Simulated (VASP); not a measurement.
VASP runs on Mg3Sb2 (space group P-3m1) share one base input (PBE GGA, plane waves, VASP's PBE PAW potentials (set 64)) and change the settings named in each case.

### POSCAR
```
Mg3Sb2
1
    2.2800000000    -3.9490760000     0.0000000000
    2.2800000000     3.9490760000     0.0000000000
    0.0000000000     0.0000000000     7.2300000000
Mg Sb
3 2
Direct
  0.0000000000   0.0000000000   0.0000000000
  0.3333330000   0.6666670000   0.6340000000
  0.6666670000   0.3333330000   0.3660000000
  0.3333330000   0.6666670000   0.2280000000
  0.6666670000   0.3333330000   0.7720000000
```

### INCAR
```
ALGO = Normal
EDIFF = 1E-6
ENCUT = 300
GGA = PE
ISIF = 2
ISMEAR = -1
LASPH = .True.
LCHARG = .False.
LMAXMIX = 4
LREAL = .False.
LWAVE = .False.
NELM = 100
PREC = Accurate
SIGMA = 0.02
SYSTEM = Mg3Sb2
```

**KPOINTS**
```
K-points
0
G
 5 5 3
0 0 0
```

POTCAR, in this order: Mg Sb (PBE.64 set). Program: vasp_std.

| change | E(σ→0) (eV/atom) | pressure (GPa) | largest force (eV/Å) | −TS (eV) |
|---|---|---|---|---|
| base run | -2.9152 | 1.16 | 0.145 | -0.0006 |
| GGA = PS | -3.2191 | ___ | ___ | ___ |
| GGA_COMPAT = .FALSE., LNONCOLLINEAR = .TRUE., LSORBIT = .TRUE., MAGMOM = 0.0 0.0 0.0 0.0 0.0 0.0 0.0 0.0 0.0 0.0 0.0 0.0 0.0 0.0 0.0, program vasp_ncl | -2.9388 | ___ | ___ | ___ |
| KPOINTS 2×2×1 Γ-centred mesh | -2.6616 | 1.87 | 0.133 | -0.0001 |

Problem. Fill in the missing entries.

Solution. 
- GGA_COMPAT = .FALSE., LNONCOLLINEAR = .TRUE., LSORBIT = .TRUE., MAGMOM = 0.0 0.0 0.0 0.0 0.0 0.0 0.0 0.0 0.0 0.0 0.0 0.0 0.0 0.0 0.0, program vasp_ncl, pressure (GPa): 1.21
- GGA_COMPAT = .FALSE., LNONCOLLINEAR = .TRUE., LSORBIT = .TRUE., MAGMOM = 0.0 0.0 0.0 0.0 0.0 0.0 0.0 0.0 0.0 0.0 0.0 0.0 0.0 0.0 0.0, program vasp_ncl, largest force (eV/Å): 0.156
- GGA_COMPAT = .FALSE., LNONCOLLINEAR = .TRUE., LSORBIT = .TRUE., MAGMOM = 0.0 0.0 0.0 0.0 0.0 0.0 0.0 0.0 0.0 0.0 0.0 0.0 0.0 0.0 0.0, program vasp_ncl, −TS (eV): -0.0015
- GGA = PS, pressure (GPa): -0.19
- GGA = PS, largest force (eV/Å): 0.139
- GGA = PS, −TS (eV): -0.0005

Energies of different potentials or functionals have different zeros. Unless said otherwise, spin-orbit coupling is left out, though it shifts the bands of the heavy elements here.

Left out are runs that ran out of time, are held back, or changed the cell or the kind of run, fixed moments of cells without a moment, rows past the twelfth, gaps on odd meshes, pressures of charged cells and columns that move by less than the noise.

The structure is a typed Mg3Sb2 crystal (P-3m1). The cell was not relaxed at this level, forces remain on its atoms.
